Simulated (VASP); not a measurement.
An input for Quantum ESPRESSO's pw.x (written as the equivalent of a VASP run, and not itself run):

```
&CONTROL
  calculation = 'vc-relax'
  pseudo_dir = './pseudo'
  outdir = './out'
  tprnfor = .true.
  tstress = .true.
  nstep = 40
  forc_conv_thr = 0.00078
/
&SYSTEM
  ibrav = 0
  nat = 6
  ntyp = 2
  ecutwfc = 84
  occupations = 'smearing'
  smearing = 'gaussian'
  degauss = 0.003675
  input_dft = 'pbesol'
/
&ELECTRONS
  conv_thr = 7.3e-08
  electron_maxstep = 100
/
&IONS
/
&CELL
  press = 300
/
ATOMIC_SPECIES
  Ag 107.868 Ag.upf
  O 15.999 O.upf
CELL_PARAMETERS angstrom
     4.3969409    0.0000000    0.0000000
     0.0000000    4.3969409   -0.0000000
     0.0000000   -0.0000000    4.3969409
ATOMIC_POSITIONS crystal
  Ag   0.7500000  0.2500000  0.7500000
  Ag   0.2500000  0.7500000  0.7500000
  Ag   0.7500000  0.7500000  0.2500000
  Ag   0.2500000  0.2500000  0.2500000
  O    1.0000000  0.0000000  0.0000000
  O    0.5000000  0.5000000  0.5000000
K_POINTS automatic
  5 5 5 0 0 0
```

### Question
Write the VASP files for the same calculation (PBEsol).

### Answer
This is not unique; one that fits is 
**POSCAR**
```
Ag2O
1
    4.3969409289     0.0000000000     0.0000000000
    0.0000000000     4.3969409289    -0.0000000000
    0.0000000000    -0.0000000000     4.3969409289
Ag O
4 2
Direct
  0.7500000000   0.2500000000   0.7500000000
  0.2500000000   0.7500000000   0.7500000000
  0.7500000000   0.7500000000   0.2500000000
  0.2500000000   0.2500000000   0.2500000000
  1.0000000000   0.0000000000   0.0000000000
  0.5000000000   0.5000000000   0.5000000000
```

**INCAR**
```
SYSTEM=Ag2O
PREC=Accurate; ENCUT=620; LREAL=.FALSE.
LASPH=.TRUE.
EDIFF=1E-6; NELM=100; ALGO=Normal
LMAXMIX=4
ISMEAR=0; SIGMA=0.05
GGA=PS
IBRION=2; NSW=40; ISIF=3
EDIFFG=-0.02; PSTRESS=300
LWAVE=.FALSE.; LCHARG=.FALSE.
```

File KPOINTS:
```
Automatic mesh
0
Gamma
5 5 5
0 0 0
```

POTCAR, in this order: Ag O (PBE.64 set). Program: vasp_std.

What does not carry over: the potentials are each code's own (VASP's PAW set, PseudoDojo norm-conserving files in pw.x), so ENCUT and ecutwfc are chosen apart and not converted; conv_thr bounds pw.x's estimated SCF error, while EDIFF bounds the energy change between steps; forc_conv_thr acts on force components and is met together with etot_conv_thr.

The compound is Ag2O in the cuprite structure. It was relaxed first under an external pressure of 30 GPa.
